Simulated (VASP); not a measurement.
Data:

```xyz
4
Lattice="2.1114 -3.6571 0.0000 2.1114 3.6571 0.0000 0.0000 0.0000 6.8544" Properties=species:S:1:pos:R:3 pbc="T T T"
Cd     2.1114    -1.2190     3.4272
Cd     2.1114     1.2190     0.0000
S      2.1114    -1.2190     6.0113
S      2.1114     1.2190     2.5841
```

All values below come from PBE GGA, VASP's PBE PAW potentials (set 64) (plane waves; VASP). Numerical set-up: EDIFF = 1E-4, 400 eV cut-off, 6×6×3 Γ-centred mesh, Gaussian smearing of 0.050 eV, potentials Cd S.

Problem. Give the stress tensor in GPa (positive for a compressed cell).

Solution. 
```
-1.02   0.00   0.00
 0.00  -1.02   0.00
 0.00   0.00  -0.88
```
The pressure is its mean diagonal, -0.97 GPa.

The compound is CdS in the wurtzite structure. The cell was not relaxed at this level. The run is one of a series of settings (EDIFF = 1E-4 against the base run), some of them coarse on purpose.
